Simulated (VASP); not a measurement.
```
BN
1.0
    2.54257     0.00000     0.00000
   -1.27129     2.20193     0.00000
    0.00000     0.00000     4.20545
B N
2 2
Cartesian
  1.27129   0.73398   4.20457
  0.00000   1.46796   2.10184
  1.27129   0.73398   2.62930
  0.00000   1.46796   0.52657
```

These are PBEsol GGA, VASP's PBE PAW potentials (set 64) (plane waves; VASP) values and carry that method's errors. Run with 520 eV cut-off, Gaussian smearing of 0.050 eV, potentials B N.

Problem. Give the energies of bands 3 to 11 at the high-symmetry points, in eV from the valence-band maximum.

Solution. 
```
band       Γ      M      K      A       L      H
----  ------  -----  -----  -----  ------  -----
3     -11.04  -9.57  -9.38  -5.77  -10.12  -8.90
4      -2.14  -7.86  -7.24  -5.77  -10.12  -8.90
5      -2.14  -6.97  -7.24  -1.19   -3.81  -7.86
6      -0.27  -5.04  -5.52  -1.19   -3.81  -7.86
7       0.00  -4.50  -5.48  -1.19   -3.60  -3.06
8       0.00  -2.13  -5.48  -1.19   -3.60  -3.06
9       8.32   6.57   4.96   9.46    6.46   9.27
10      8.32   7.82  13.48   9.46    6.46   9.27
11      8.56  10.55  13.48   9.88    9.96  10.02
```

The gap is indirect, 4.96 eV, from the valence maximum at Γ to the conduction minimum at K.

The structure comes from a computed database's BN entry (P6_3mc); how it stands against other phases isn't given here. It was relaxed first.
